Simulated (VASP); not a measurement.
VASP runs on GeSe (space group Pnma) share one base input (PBE GGA, plane waves, VASP's PBE PAW potentials (set 64)) and change the settings named in each case.

KPOINTS:
```
Automatic mesh
0
Gamma
2 3 3
0 0 0
```

### POSCAR
```
GeSe
1
   10.7464240000     0.0000000000     0.0000000000
    0.0000000000     3.8238200000     0.0000000000
    0.0000000000     0.0000000000     4.3700800000
Ge Se
4 4
Direct
  0.1210000000   0.2500000000   0.1110000000
  0.8790000000   0.7500000000   0.8890000000
  0.3790000000   0.7500000000   0.6110000000
  0.6210000000   0.2500000000   0.3890000000
  0.8540000000   0.2500000000   0.5000000000
  0.1460000000   0.7500000000   0.5000000000
  0.6460000000   0.7500000000   0.0000000000
  0.3540000000   0.2500000000   0.0000000000
```

INCAR:
```
SYSTEM = GeSe
PREC = Accurate
ENCUT = 300
EDIFF = 1E-6
NELM = 100
ALGO = Normal
LREAL = .FALSE.
LASPH = .TRUE.
ISMEAR = 0
SIGMA = 0.05
GGA = PE
LMAXMIX = 4
LWAVE = .FALSE.
LCHARG = .FALSE.
ISIF = 2
```

POTCAR, in this order: Ge_d Se (PBE.64 set). Program: vasp_std.

| change | E(σ→0) (eV/atom) | pressure (GPa) |
|---|---|---|
| base run | -4.2028 | 3.15 |
| GGA removed, POTCAR Ge_d Se (LDA.64 set) | -4.8753 | -1.72 |
| GGA_COMPAT = .FALSE., LNONCOLLINEAR = .TRUE., LSORBIT = .TRUE., MAGMOM = 0.0 0.0 0.0 0.0 0.0 0.0 0.0 0.0 0.0 0.0 0.0 0.0 0.0 0.0 0.0 0.0 0.0 0.0 0.0 0.0 0.0 0.0 0.0 0.0, program vasp_ncl | -4.2163 | 3.17 |
| KPOINTS 1×2×2 Γ-centred mesh | -4.0309 | 4.41 |
 Energies of different potentials or functionals have different zeros.  At 300 eV the pressure can carry a Pulay error.

Left out are runs that ran out of time, are held back, or changed the cell or the kind of run, fixed moments of cells without a moment, rows past the twelfth, gaps on odd meshes, pressures of charged cells and columns that move by less than the noise.

The structure comes from a measured GeSe entry (Pnma) of the Crystallography Open Database, whose conditions weren't checked. The cell was not relaxed at this level, its lattice was scaled by up to 2.5 %.
